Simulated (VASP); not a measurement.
All values below come from LDA (Ceperley-Alder, Perdew-Zunger), VASP's LDA PAW potentials (set 64) (plane waves; VASP).

VASP input:

**POSCAR**
```
Au
1
    0.0000000000     2.0260051963     2.0260051963
    2.0260051963     0.0000000000     2.0260051963
    2.0260051963     2.0260051963     0.0000000000
Au
1
Direct
  0.0000000000   0.0000000000   0.0000000000
```

### INCAR
```
! general
SYSTEM   =  Au
PREC     =  Accurate
ENCUT    =  400
LREAL    =  .FALSE.
LASPH    =  .TRUE.

! electronic loop
EDIFF    =  1E-8
NELM     =  100
ALGO     =  Normal
LMAXMIX  =  6

! smearing
ISMEAR   =  1
SIGMA    =  0.1

! ions
IBRION   =  1
NSW      =  30
ISIF     =  2
EDIFFG   =  -0.001

! output
LWAVE    =  .FALSE.
LCHARG   =  .FALSE.
```

File KPOINTS:
```
K-points
0
gamma
14 14 14
0 0 0
```

POTCAR, in this order: Au (LDA.64 set). Program: vasp_std.

Output of the run:

**OSZICAR**
```
       N       E                     dE             d eps       ncg     rms          rms(c)
DAV:   1     0.298933411532E+02    0.29893E+02   -0.50743E+03  2233   0.872E+02
DAV:   2    -0.451288834486E+01   -0.34406E+02   -0.32162E+02  1945   0.170E+02
DAV:   3    -0.476882113275E+01   -0.25593E+00   -0.25574E+00  2213   0.149E+01
DAV:   4    -0.476947598016E+01   -0.65485E-03   -0.65483E-03  2091   0.788E-01
DAV:   5    -0.476947996815E+01   -0.39880E-05   -0.39888E-05  2171   0.607E-02    0.104E+01
DAV:   6    -0.447093684205E+01    0.29854E+00   -0.96537E-01  1907   0.948E+00    0.638E+00
DAV:   7    -0.444643895269E+01    0.24498E-01   -0.85256E-02  1997   0.272E+00    0.290E+00
DAV:   8    -0.444298568654E+01    0.34533E-02   -0.21775E-03  2015   0.574E-01    0.248E-01
DAV:   9    -0.444298419543E+01    0.14911E-05   -0.66575E-06  2084   0.299E-02    0.716E-03
DAV:  10    -0.444298540627E+01   -0.12108E-05   -0.85519E-07  2168   0.879E-03    0.513E-04
DAV:  11    -0.444298541591E+01   -0.96395E-08   -0.16964E-08  2057   0.131E-03
   1 F= -.44429854E+01 E0= -.44431020E+01  d E =-.444299E+01
```

OUTCAR:
```
------------------------ aborting loop because EDIFF is reached ----------------------------------------
  FORCE on cell =-STRESS in cart. coord.  units (eV):
  Direction    XX          YY          ZZ          XY          YZ          ZX
  --------------------------------------------------------------------------------------
  Total       -0.0094918     -0.0094918     -0.0094918      0.0000000      0.0000000      0.0000000
  in kB       -0.9143388     -0.9143388     -0.9143388      0.0000000      0.0000000      0.0000000
  external PRESSURE =      -0.9143388 kB  Pullay stress =       0.0000000 kB
  volume of cell :       16.63
      direct lattice vectors                 reciprocal lattice vectors
     0.000000000  2.026005196  2.026005196    -0.246791075  0.246791075  0.246791075
     2.026005196  0.000000000  2.026005196     0.246791075 -0.246791075  0.246791075
     2.026005196  2.026005196  0.000000000     0.246791075  0.246791075 -0.246791075
 POSITION                                       TOTAL-FORCE (eV/Angst)
 -----------------------------------------------------------------------------------
      0.00000      0.00000      0.00000         0.000000      0.000000      0.000000
 -----------------------------------------------------------------------------------
    total drift:                                0.000000     -0.000000     -0.000000
  FREE ENERGIE OF THE ION-ELECTRON SYSTEM (eV)
  ---------------------------------------------------
  free  energy   TOTEN  =        -4.4429854159 eV

  energy  without entropy=       -4.4433350588  energy(sigma->0) =       -4.44310196

 reached required accuracy - stopping structural energy minimisation
```
(Selected blocks of OUTCAR.)

The compound is Au in the fcc structure. It was relaxed first. The start is the result of an earlier pass.
